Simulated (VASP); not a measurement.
Here is the system:

```yaml
crystal:
  lattice:
    - [0.00000, 2.19423, 2.19423]
    - [2.19423, 0.00000, 2.19423]
    - [2.19423, 2.19423, 0.00000]
  atoms:
    - { symbol: Fe, position: [0.00000, 0.00000, 0.00000], spin: 1.1 }
    - { symbol: B, position: [0.25000, 0.25000, 0.25000], spin: -0.1 }
```

All values below come from PBEsol GGA, VASP's PBE PAW potentials (set 64) (plane waves; VASP). Numerical set-up: 520 eV cut-off, 13×13×13 Γ-centred mesh, first-order Methfessel-Paxton smearing of 0.10 eV, potentials Fe B.

Predict the cell moment, energy per atom (σ→0), band gap (on the k-mesh) with the smallest direct gap where there is one.

* **band gap (on the k-mesh)**: none (metal, semimetal or under 0.01 eV)
* **cell moment**: 1.00 μB
* **energy per atom (σ→0)**: -7.222 eV/atom

Give the moment on each site (PAW-sphere projection).

| site | moment (μB) |
|---|---|
| Fe1 | 1.14 |
| B2 | -0.12 |

The structure was generated: FeB was put into the zinc blende type (F-43m), which need not be its known phase. It was relaxed first, which changed the volume by -32 %. The start is the result of an earlier pass.
